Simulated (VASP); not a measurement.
Data:

```xyz
6
Lattice="4.4311 0.0000 0.0000 0.0000 4.4311 0.0000 0.0000 0.0000 2.8750" Properties=species:S:1:pos:R:3 pbc="T T T"
Mn     0.0000     0.0000     0.0000
Mn     2.2156     2.2156     1.4375
O      1.3482     1.3482     0.0000
O      3.5638     0.8674     1.4375
O      0.8674     3.5638     1.4375
O      3.0829     3.0829     2.8750
```
Starting moments (μB, in the order of the record's atoms Mn Mn O O O O): 2.5 -2.5 0.0 0.0 0.0 0.0.

Computed with PBE GGA, VASP's PBE PAW potentials (set 64) (plane waves; VASP). Settings: 520 eV cut-off, 8×8×12 Γ-centred mesh, tetrahedra with Blöchl corrections, potentials Mn_pv O.

Estimate the cell moment, energy per atom (σ→0), band gap (on the k-mesh) with the smallest direct gap where there is one.

```yaml
band gap (on the k-mesh): none (metal, semimetal or under 0.01 eV)
cell_moment: 0.00 μB
energy per atom (σ→0): -7987 meV/atom
```

Give the moment on each site (PAW-sphere projection).

```json
[
 {"site": "Mn1", "moment (μB)": "2.53"},
 {"site": "Mn2", "moment (μB)": "-2.53"},
 {"site": "O3", "moment (μB)": "-0.05"},
 {"site": "O4", "moment (μB)": "0.05"},
 {"site": "O5", "moment (μB)": "0.05"},
 {"site": "O6", "moment (μB)": "-0.05"}
]
```

Only differences to runs with the same potentials and settings are physical.

The compound is MnO2 in the rutile structure. It was relaxed first.
